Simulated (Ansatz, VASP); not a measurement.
**Si: VASP beside Ansatz**

One calculation is typed for both programs; each brings its own data sets. How far apart do they land? Of the first pair: The structure shown is frame 133 of Ansatz's trajectory.

Calculated with Ansatz 0.2.0; plane waves, with VASP 6.6.1 beside it; single point at PBE.

## 1. The structure

The cell holds 76 atoms: 76 Si. Its edges and angles: a = 11.618 Å, b = 11.618 Å, c = 11.618 Å, α = 90.0°, β = 90.0°, γ = 90.0°. As first built, before any earlier steps moved the atoms (in the runner's words): 76 atoms (76 Si) placed at random at 2.26 g/cm^3, melted at 3000 K for 8 ps at fixed volume with the modified Tersoff potential (Kumagai, Izumi, Hara and Sakai, Comput. Mater. Sci. 39, 457 (2007)). Quenched from 3000 K to 300 K at 60 K/ps and fixed volume, held 5 ps.

## 2. Ansatz: dynamics, PBE

Ansatz runs on its default PAW (the set named soft_2) files.

One frame of this run of dynamics is then solved in both programs, so the motion causes no difference.

input.yaml reads:

```yaml
crystal:
  lattice:
    - [11.6183, 0.0, 0.0]
    - [0.0, 11.6183, 0.0]
    - [0.0, 0.0, 11.6183]
  atoms:
    - { symbol: Si, position: [0.20159, 0.72743, 0.53705] }
    - { symbol: Si, position: [0.70028, 0.65849, 0.50724] }
    - { symbol: Si, position: [0.59201, 0.81098, 0.41725] }
    - { symbol: Si, position: [0.46667, 0.4561, 0.05988] }
    - { symbol: Si, position: [0.53487, 0.04944, 0.70603] }
    - { symbol: Si, position: [0.11109, 0.31613, 0.31856] }
    - { symbol: Si, position: [0.1832, 0.20811, 0.15835] }
    - { symbol: Si, position: [0.26738, 0.32245, 0.45483] }
    - { symbol: Si, position: [0.60153, 0.23867, 0.64543] }
    - { symbol: Si, position: [0.79728, 0.40787, 0.07499] }
    - { symbol: Si, position: [0.91316, 0.80259, 0.94602] }
    - { symbol: Si, position: [0.35547, 0.09157, 0.79206] }
    - { symbol: Si, position: [0.494, 0.71523, 0.25167] }
    - { symbol: Si, position: [0.80898, 0.85066, 0.76837] }
    - { symbol: Si, position: [0.90037, 0.29761, 0.81422] }
    - { symbol: Si, position: [0.7147, 0.21732, 0.12016] }
    - { symbol: Si, position: [0.12412, 0.47905, 0.9774] }
    - { symbol: Si, position: [0.10716, 0.8522, 0.66497] }
    - { symbol: Si, position: [0.36505, 0.77029, 0.86334] }
    - { symbol: Si, position: [0.88578, 0.74429, 0.46506] }
    - { symbol: Si, position: [0.4694, 0.56715, 0.57943] }
    - { symbol: Si, position: [0.07065, 0.16395, 0.68143] }
    - { symbol: Si, position: [0.42892, 0.98917, 0.1172] }
    - { symbol: Si, position: [0.64853, 0.53208, 0.02023] }
    - { symbol: Si, position: [0.17773, 0.34005, 0.6411] }
    - { symbol: Si, position: [0.23073, 0.86449, 0.38662] }
    - { symbol: Si, position: [0.71226, 0.9446, 0.30911] }
    - { symbol: Si, position: [0.62722, 0.733, 0.09552] }
    - { symbol: Si, position: [0.07359, 0.73427, 0.82656] }
    - { symbol: Si, position: [0.62795, 0.93875, 0.12686] }
    - { symbol: Si, position: [0.06904, 0.89147, 0.26508] }
    - { symbol: Si, position: [0.39792, 0.47384, 0.40561] }
    - { symbol: Si, position: [0.1762, 0.57937, 0.15016] }
    - { symbol: Si, position: [0.5328, 0.43461, 0.72301] }
    - { symbol: Si, position: [0.16912, 0.78255, 0.12578] }
    - { symbol: Si, position: [0.31443, 0.00648, 0.49494] }
    - { symbol: Si, position: [0.91968, 0.90074, 0.60046] }
    - { symbol: Si, position: [0.37135, 0.55262, 0.21879] }
    - { symbol: Si, position: [0.87844, 0.82965, 0.28208] }
    - { symbol: Si, position: [0.1319, 0.89298, 0.96052] }
    - { symbol: Si, position: [0.34054, 0.84012, 0.21665] }
    - { symbol: Si, position: [0.56207, 0.76057, 0.89794] }
    - { symbol: Si, position: [0.39169, 0.16619, 0.40454] }
    - { symbol: Si, position: [0.57264, 0.38822, 0.3416] }
    - { symbol: Si, position: [0.04364, 0.61346, 0.47031] }
    - { symbol: Si, position: [0.80066, 0.24633, 0.64728] }
    - { symbol: Si, position: [0.37768, 0.16364, 0.20231] }
    - { symbol: Si, position: [0.47605, 0.90589, 0.56055] }
    - { symbol: Si, position: [0.76646, 0.66546, 0.70137] }
    - { symbol: Si, position: [0.38824, 0.74649, 0.65642] }
    - { symbol: Si, position: [0.02602, 0.07672, 0.19411] }
    - { symbol: Si, position: [0.86139, 0.53007, 0.22147] }
    - { symbol: Si, position: [0.74396, 0.49362, 0.38927] }
    - { symbol: Si, position: [0.94237, 0.58401, 0.75588] }
    - { symbol: Si, position: [0.95121, 0.00309, 0.01002] }
    - { symbol: Si, position: [0.28636, 0.2818, 0.81948] }
    - { symbol: Si, position: [0.26836, 0.55442, 0.64575] }
    - { symbol: Si, position: [0.52912, 0.29531, 0.15983] }
    - { symbol: Si, position: [0.82931, 0.71031, 0.12123] }
    - { symbol: Si, position: [0.01452, 0.46477, 0.60503] }
    - { symbol: Si, position: [0.92537, 0.46699, 0.92091] }
    - { symbol: Si, position: [0.58576, 0.21603, 0.44341] }
    - { symbol: Si, position: [0.32649, 0.95867, 0.94102] }
    - { symbol: Si, position: [0.91938, 0.10278, 0.5604] }
    - { symbol: Si, position: [0.15331, 0.2749, 0.96916] }
    - { symbol: Si, position: [0.21365, 0.02445, 0.66775] }
    - { symbol: Si, position: [0.01538, 0.15505, 0.88028] }
    - { symbol: Si, position: [0.24188, 0.60114, 0.84902] }
    - { symbol: Si, position: [0.7447, 0.1472, 0.32145] }
    - { symbol: Si, position: [0.39291, 0.44284, 0.86907] }
    - { symbol: Si, position: [0.05111, 0.51197, 0.29212] }
    - { symbol: Si, position: [0.74241, 0.04711, 0.00245] }
    - { symbol: Si, position: [0.86876, 0.36669, 0.49667] }
    - { symbol: Si, position: [0.6385, 0.57828, 0.82395] }
    - { symbol: Si, position: [0.64821, 0.94799, 0.84264] }
    - { symbol: Si, position: [0.9399, 0.1979, 0.37708] }
kpoints:
  mp_grid: { grid: [1, 1, 1] }
hamiltonian:
  xc: pbe
scf:
  occupations: { method: fermi_dirac, width: 0.05 }
output:
  forces: true
  stress: true
md:
  timestep: 3.0
  n_steps: 400
  ensemble: nvt_nose_hoover
  temperature: 300
  initial_velocities: maxwell_boltzmann
  seed: 7
```

Command:

```bash
> ansatz run input.yaml --threads 8 --pin off --max-ram 15360MiB --backend cpu --events-out ev --progress --plain --runs-dir out
```

Numbers of over 12 decimals in the logs are rounded to 6 here.

Log:

```text
Warning: md: disabling space-group detection — thermal motion breaks the input geometry's symmetry, so no spatial operation reduces the k-mesh or symmetrises the density; time reversal is kept, so that k and −k are solved as one point where they differ and the mesh holds both, and exact exchange and, on two spinor components, a DFT+U term hold to it where the run has them: on two components no moment then forms, and  [...]
Warning: output.stress: scf.convergence.dr2_threshold = 7.6e-8 eV (the default of an md: trajectory) is looser than the 7.6e-9 eV advised for a printed stress (1e-10 eV for each atom of the cell: 76). What an SCF threshold leaves in a stress goes as its square root, and in the free energy as the threshold itself, and one threshold admits the most on a small cell: [figures from the program's tests cut] Set scf.converg [...]
Engine: ansatz 0.2.0, aarch64-unknown-linux-gnu
Pseudopotentials: kind: paw
Pseudopotential: Si, paw, valence charge 4, recommended cutoff 420 eV (normal), Si.paw.azcp
Functional definition: PBE
  parameter kappa = 0.804
  parameter beta = 0.066725
  exchange = pbe_x(kappa = kappa, mu = beta*pi^2/3)
  correlation = pbe_c(beta = beta)
Crystal: 76 atoms, lattice volume = 1568.295 Å³
Basis set: ecut = 420 eV, 30647 PW (Γ), exchange–correlation on 160×160×160 points (8 copies of the dense FFT grid, shifted against one another)
Bands: 228, of which v1, the nominal top of the filled ones, is band 152 counted from 1 (151 counted from 0)
Symmetry: 1 space group operations
k-points: 1
Non-local potential: Si, projectors of the file, l = 0: 2, l = 1: 2, l = 2: 2
PAW form: soft (Blöchl's): semilocal exchange-correlation on the pseudo side does not see the compensation charge
PAW one-centre angular grid: Si, 110 points (default); XC on 64 Gauss nodes
Initial density: superposition of atomic densities (neutral atoms: chi_scale 0, normalization atom), corrected by the library's trained network
Initial wavefunctions: pseudopotential atomic-orbital guess
Functional: x = pbe(κ = 0.804, μ = 0.219515), c = pbe(β = 0.066725)
SCF iter   1: F=—  HF=-48302.788105 eV  |F-HF|=—  |Δ(HF+E_count)|=         —  Δρ=3.42e-3  dr2=4.66e-1  ethr=1.77e-3  ⟨swp⟩=6.0  Hψ=1059  notcnv=0  defer=36
preconditioner: auto → Resta (q_TF=auto, 2.076 Å⁻¹)  ε∞=5.7  [insulator: Δε(μ)=0.215 eV  Ē_g=7.505 eV  σ=0.050 eV  W_gap=0.79  n_scr=250 (ndim 8)  ℏωp=16.3 eV  f_vac=0.003  D(μ)=9.32/eV (n_scr^D=26)  ε∞_Penn≈5.7]
SCF iter   2: F=—  HF=-48302.738698 eV  |F-HF|=—  |Δ(HF+E_count)|=   4.94e-2  Δρ=1.89e-3  dr2=1.08e-1  ethr=1.53e-4  ⟨swp⟩=1.0  Hψ=263  notcnv=0  defer=47
SCF iter   3: F=—  HF=-48302.728402 eV  |F-HF|=—  |Δ(HF+E_count)|=   1.03e-2  Δρ=3.41e-4  dr2=2.97e-3  ethr=3.55e-5  ⟨swp⟩=3.0  Hψ=390  notcnv=0  defer=47
SCF iter   4: F=—  HF=-48302.729787 eV  |F-HF|=—  |Δ(HF+E_count)|=   1.39e-3  Δρ=1.07e-4  dr2=4.72e-4  ethr=9.78e-7  ⟨swp⟩=2.0  Hψ=269  notcnv=0  defer=47
SCF iter   5: F=—  HF=-48302.730171 eV  |F-HF|=—  |Δ(HF+E_count)|=   3.84e-4  Δρ=3.43e-5  dr2=6.60e-5  ethr=1.55e-7  ⟨swp⟩=2.0  Hψ=269  notcnv=0  defer=47
SCF iter   6: F=—  HF=-48302.730094 eV  |F-HF|=—  |Δ(HF+E_count)|=   7.73e-5  Δρ=1.41e-5  dr2=1.22e-5  ethr=2.17e-8  ⟨swp⟩=2.0  Hψ=377  notcnv=0  defer=49
SCF iter   7: F=—  HF=-48302.730102 eV  |F-HF|=—  |Δ(HF+E_count)|=   7.84e-6  Δρ=4.59e-6  dr2=1.64e-6  ethr=4.01e-9  ⟨swp⟩=2.0  Hψ=314  notcnv=0  defer=49
SCF iter   8: F=—  HF=-48302.730103 eV  |F-HF|=—  |Δ(HF+E_count)|=   9.85e-7  Δρ=1.96e-6  dr2=2.60e-7  ethr=5.39e-10  ⟨swp⟩=2.0  Hψ=314  notcnv=0  defer=49
SCF iter   9: F=-48302.730103 eV  HF=-48302.730103 eV  |F-HF|=1.02e-8  |Δ(HF+E_count)|=   1.72e-7  Δρ=7.09e-7  dr2=3.41e-8  ethr=2.50e-11  ⟨swp⟩=4.0  Hψ=690  notcnv=0
SCF 1 converged in 9 iterations: F = -48302.730103 eV  dr2 = 3.41e-8
  greatest PAW one-centre occupation: 0.682 electrons in one spin orbital (limit 2), on the Si atom at site 56 (counted from 0), in its partial waves of l = 0
[...]
SCF iter   2: F=—  HF=-48300.149433 eV  |F-HF|=—  |Δ(HF+E_count)|=   7.64e-3  Δρ=6.93e-4  dr2=8.34e-3  ethr=1.30e-5  ⟨swp⟩=1.0  Hψ=263  notcnv=0  defer=1
SCF iter   3: F=—  HF=-48300.148026 eV  |F-HF|=—  |Δ(HF+E_count)|=   1.41e-3  Δρ=1.02e-4  dr2=1.32e-4  ethr=2.74e-6  ⟨swp⟩=2.0  Hψ=271  notcnv=0  defer=1
SCF iter   4: F=—  HF=-48300.148074 eV  |F-HF|=—  |Δ(HF+E_count)|=   4.81e-5  Δρ=1.79e-5  dr2=1.00e-5  ethr=4.34e-8  ⟨swp⟩=2.0  Hψ=321  notcnv=0  defer=1
SCF iter   5: F=—  HF=-48300.147910 eV  |F-HF|=—  |Δ(HF+E_count)|=   1.65e-4  Δρ=4.99e-6  dr2=7.95e-7  ethr=3.29e-9  ⟨swp⟩=2.0  Hψ=332  notcnv=0  defer=1
SCF iter   6: F=—  HF=-48300.147910 eV  |F-HF|=—  |Δ(HF+E_count)|=   3.44e-7  Δρ=1.45e-6  dr2=8.09e-8  ethr=2.50e-11  ⟨swp⟩=4.0  Hψ=690  notcnv=0
SCF iter   7: F=-48300.147910 eV  HF=-48300.147910 eV  |F-HF|=1.65e-9  |Δ(HF+E_count)|=   6.56e-8  Δρ=4.75e-7  dr2=1.36e-8  ethr=2.50e-11  ⟨swp⟩=4.0  Hψ=600  notcnv=0
SCF 401 converged in 7 iterations: F = -48300.147910 eV  dr2 = 1.36e-8
md step   400: t =  1200.00 fs  T =   317.4 K  F+E_penalty+E_count = -48300.14791000 eV  E_kin = 3.077287 eV  conserved = -48299.79710591 eV  P_inst = 0.1896 GPa  (7 SCF iters)
NSCF: frozen V_eff on 1 k-points
the band table was solved once a step of the walk had ended and its energy, with any forces and stress, was formed, with the checks that follow a solve (1077 applications of the Hamiltonian). They found nothing against the state; the energy, forces and stress were not computed again (output.eigenvalues in the input reference)
SCF converged after 7 iterations
Free energy (F): -48300.147910 eV
Harris-Foulkes:  -48300.147910 eV  (|F-HF|=1.65e-9)
Internal energy: -48300.042348 eV  (E = F + TS)
E sigma→0 (E₀):  -48300.095129 eV
Entropy (-TS):   -0.105562 eV (-1.389 meV/atom)
Fermi energy:    6.040122 eV
--- Per-component energies (eV) ---
  E_band       = 291.646362
  E_kinetic    = 3028.035036
  E_local      = -2519.514687  (includes V_loc(G=0)·N_el)
  E_nonlocal   = 1965.275730
  E_hartree    = 763.387608
  E_xc         = -4179.068287
  E_vxc        = -3531.470762  (∫ρ·V_xc dr)
  E_paw        = -38959.843773  (= ΣΔE_a)
  E_vpaw       = -177.454455  (= ΣTr[D̂ρ^β])
  E_aug_tail   = 0.000486  (compensation charges beyond the density's cutoff)
  E_ewald      = -8398.314461
  E_smearing   = -0.105562  (= −TS)
  E_closure    = 0.000000  (closes the sum)
  Σ components = -48300.147910   (vs F -48300.147910, Δ=0.00e0)
--- Forces (eV/Å), atoms counted from 1 ---
  atom   1  Si    -0.14114355     0.47805201     0.27738321
  atom   2  Si     0.13376314    -0.59657760    -0.31246284
  atom   3  Si    -0.33680967     0.35713157     0.23536810
  atom   4  Si    -0.00459945     0.37764458     0.53424649
  atom   5  Si     0.21657164    -0.00045880     0.70844593
  atom   6  Si    -0.14837896    -0.49009309     0.79336310
  atom   7  Si     1.02243920     0.05873411    -0.80719951
  atom   8  Si    -0.01153650     1.08469256     0.42007905
  atom   9  Si     0.09096454    -0.62670474    -0.23487992
  atom  10  Si    -0.61799916     0.87750931     0.21927749
  atom  11  Si     0.09763352     1.10717672    -0.67562442
  atom  12  Si     0.43984087     0.26065977    -0.90429961
  atom  13  Si     0.01856213     0.07433362     0.02003734
  atom  14  Si     0.58330005    -0.51229649    -0.06252131
  atom  15  Si    -0.33835864    -0.03882573    -0.96969127
  atom  16  Si    -0.55451148    -0.55451472    -0.09657212
  atom  17  Si    -0.02144501     0.75348179    -0.15838891
  atom  18  Si     0.50007728    -0.35237712     0.08610577
  atom  19  Si     0.11963019    -1.28642176    -0.98731662
  atom  20  Si     0.25103797    -0.00408548     1.03618749
  atom  21  Si    -0.43542170    -0.31625639    -0.00727692
  atom  22  Si    -0.04208479     0.35603405     0.75433263
  atom  23  Si     0.54156962     1.00089847     0.63500224
  atom  24  Si     0.42129737    -0.07468370    -0.23150757
[...]
atom  69  Si     0.48468370     0.12680237     0.22392636
  atom  70  Si    -0.11695508    -0.56038939    -0.16333002
  atom  71  Si    -0.78751611    -0.15330412     0.79555002
  atom  72  Si     0.88298700     0.33641671    -1.10006273
  atom  73  Si    -0.00649438    -0.03705259     0.49738234
  atom  74  Si     0.57845925     0.06952163     0.48488815
  atom  75  Si    -1.18921165     0.52433096    -0.06500205
  atom  76  Si     0.08758179    -0.20132860     0.05694696
  max |Σ_I F_I| component: 1.83e-5 eV/Å
--- Stress (GPa, compression-positive) ---
        0.722158      -0.676267       0.144164
       -0.676267       0.493194      -1.739307
        0.144164      -1.739307      -1.283774
  P = ⅓ Tr σ = -0.0228 GPa (-0.228 kbar)
--- Band table (eV) ---
  k-point 0: bands = [... 148 lower, 5.5124, 5.6992, 5.8931, 5.9413, 6.1192, 6.3644, 6.3829, 6.5184, ... 72 higher]
--- MD trajectory: 400 steps, t = 0.0 → 1200.0 fs ---
  final state: T = 317.4 K   F+E_penalty+E_count = -48300.14791000 eV   E_kin = 3.077287 eV
  conserved energy: peak-to-peak 3.219e-2 eV (4.235e-4 eV/atom) over 1200.0 fs
```

Reading the cycles: dr2 is the Hartree energy of the density residual (eV), the measure of convergence; HF is the Harris–Foulkes estimate of the energy, which meets the free energy F at convergence.

## 3. VASP: single point, PBE, pair 1

The same cell, functional, mesh and smearing now go to VASP, with its own data sets.

Lines of VASP's logs that name or quote its potential files are left out, and so is its time.

INCAR reads:

```
SYSTEM = Si
PREC = Accurate
ENCUT = 400
EDIFF = 1E-06
NELM = 120
ISMEAR = -1
SIGMA = 0.05
LREAL = Auto
ALGO = Normal
GGA = PE
NBANDS = 208
LORBIT = 11
LWAVE = .FALSE.
LCHARG = .FALSE.
ISIF = 2
LASPH = .TRUE.
GGA_COMPAT = .FALSE.
EFERMI = MIDGAP
NCORE = 4
```

POSCAR reads:

```
Si
1.0
   11.6183000000      0.0000000000      0.0000000000
    0.0000000000     11.6183000000      0.0000000000
    0.0000000000      0.0000000000     11.6183000000
Si
76
Direct
    0.2001841922      0.7380167494      0.5268757047
    0.7154919394      0.6658030865      0.4996083764
    0.5888899409      0.8065121403      0.4046547257
    0.4622276925      0.4682957059      0.0640455144
    0.5350524603      0.0522451650      0.7046900149
    0.0975185698      0.3135828822      0.3239888796
    0.1713675839      0.2161417763      0.1675115981
    0.2597626159      0.3115774253      0.4594648098
    0.6032896379      0.2391485846      0.6427876712
    0.8106693750      0.4047321897      0.0744601190
    0.9209781121      0.8013995163      0.9443033835
    0.3650534071      0.0870523226      0.8002547705
    0.4968971364      0.7176781457      0.2363857019
    0.8107124106      0.8427652927      0.7734264049
    0.9066042364      0.3075923328      0.8092061661
    0.7185044284      0.2215040066      0.1174526394
    0.1234604030      0.4809051238      0.9795667180
    0.1098181317      0.8564850279      0.6614737096
    0.3661981529      0.7758450031      0.8613824742
    0.8877030202      0.7403062410      0.4625031201
    0.4547911484      0.5754370261      0.5744386012
    0.0668256113      0.1544287891      0.6984240379
    0.4360878958      0.0008090685      0.1233743319
    0.6567570126      0.5247239269      0.0387233933
    0.1832023618      0.3495950354      0.6466350499
    0.2325469303      0.8677603436      0.3795994250
    0.7128151279      0.9481421550      0.3164146218
    0.6320546035      0.7358477574      0.0788583528
    0.0726354114      0.7277570729      0.8258006765
    0.6369778711      0.9370734101      0.1245793274
    0.0698811358      0.9027568577      0.2640575644
    0.3919506296      0.4628129761      0.3990773177
    0.1795959822      0.5774941256      0.1577425269
    0.5334171092      0.4387647074      0.7125913430
    0.1695342692      0.7923190140      0.1305354484
    0.3183770431      0.0027714898      0.4959245328
    0.9188521557      0.8987889795      0.6031519241
    0.3784374650      0.5594880490      0.2258764191
    0.8811874371      0.8310079788      0.2886308668
    0.1365346049      0.8853188504      0.9463776973
    0.3494917501      0.8448998563      0.2069407745
    0.5579129477      0.7614453061      0.8923680745
    0.3843333362      0.1660139607      0.3997744937
    0.5619496828      0.3869240767      0.3383799695
    0.0515824174      0.6134890647      0.4682784917
    0.7956241447      0.2443472797      0.6459981236
    0.3738326605      0.1750858559      0.1956912801
    0.4819465843      0.9016723617      0.5557783841
    0.7647848653      0.6620159576      0.7020992744
    0.3727912001      0.7520807691      0.6517476739
    0.0164481895      0.0787894959      0.1861115654
    0.8576814164      0.5272199892      0.2252050644
    0.7365277192      0.4963204600      0.3873630393
    0.9385452261      0.5804807932      0.7515385211
    0.9473244795      0.0012136027      0.0108966028
    0.2904125388      0.2721912844      0.8220135476
    0.3081259737      0.5138445384      0.6913489925
    0.5309210470      0.2980642607      0.1499961268
    0.8469913843      0.7161374728      0.1221435150
    0.0134787361      0.4661439281      0.6038835286
    0.9297315442      0.4627699405      0.9207543272
    0.5810402555      0.2107279034      0.4379470318
    0.3225170636      0.9592022929      0.9435545648
    0.9223552499      0.1046280437      0.5629997504
    0.1515970495      0.2784658685      0.9743163802
    0.2115800074      0.0211993149      0.6679548643
    0.0068512605      0.1528278664      0.8864894176
    0.2313677560      0.6092974015      0.8489538056
    0.7389893530      0.1478271348      0.3229302049
    0.4002995275      0.4270160006      0.8682079134
    0.0434314831      0.5136293606      0.2975908696
    0.7482161762      0.0433712333      0.9928302764
    0.8566141346      0.3701229956      0.5027069365
    0.6308151795      0.5760309167      0.8289680934
    0.6370122996      0.9385624403      0.8456228536
    0.9266071628      0.2040746064      0.3775595397
```

KPOINTS reads:

```
Automatic mesh
0
Gamma
1 1 1
0 0 0
```

The projector-augmented-wave data sets are Si (PBE family, release 64).

Command:

```bash
> mpirun -np 16 vasp_gam
```

Log:

```text
[banner, memory and clock lines left out]
running   16 mpi-ranks, on    1 nodes
[...]
LDA part: xc-table for (Slater+PW92), standard interpolation
 POSCAR, INCAR and KPOINTS ok, starting setup
[...]
entering main loop
       N       E                     dE             d eps       ncg     rms          rms(c)
DAV:   1     0.127690746921E+04    0.12769E+04   -0.11206E+05   416   0.104E+03
DAV:   2    -0.238092303221E+03   -0.15150E+04   -0.14149E+04   528   0.193E+02
DAV:   3    -0.393262255510E+03   -0.15517E+03   -0.15003E+03   520   0.554E+01
DAV:   4    -0.398476626710E+03   -0.52144E+01   -0.51574E+01   520   0.121E+01
[...]
DAV:  15    -0.390741663617E+03   -0.12328E-04   -0.18580E-05   504   0.754E-03    0.987E-03
DAV:  16    -0.390741674486E+03   -0.10869E-04   -0.17561E-05   448   0.686E-03    0.420E-03
DAV:  17    -0.390741675050E+03   -0.56368E-06   -0.75660E-07   336   0.157E-03
   1 F= -.39074168E+03 E0= -.39068503E+03  d E =-.113280E+00
```

From OUTCAR (step 3):

```text
  FREE ENERGIE OF THE ION-ELECTRON SYSTEM (eV)
  ---------------------------------------------------
  free  energy   TOTEN  =      -390.7416750499 eV

  energy  without entropy=     -390.6283946600  energy(sigma->0) =     -390.68503485
```

The run ends at a pressure of -0.10 GPa, with forces up to 2.0 eV/Å.

[end of part 1 of 2]

[Lines on the potential files, build, host, timing and source positions are cut from VASP's logs without a mark.]

[Logs are printed without paths, hosts, clocks, repeated set-up lines and the standing remarks that a program may print on its own settings, such as how far it seeks lower states.]

[Hosts, paths, dates, database ids (printed as entryN), source tags and the programs' standing remarks are cut or masked in the printed files.]
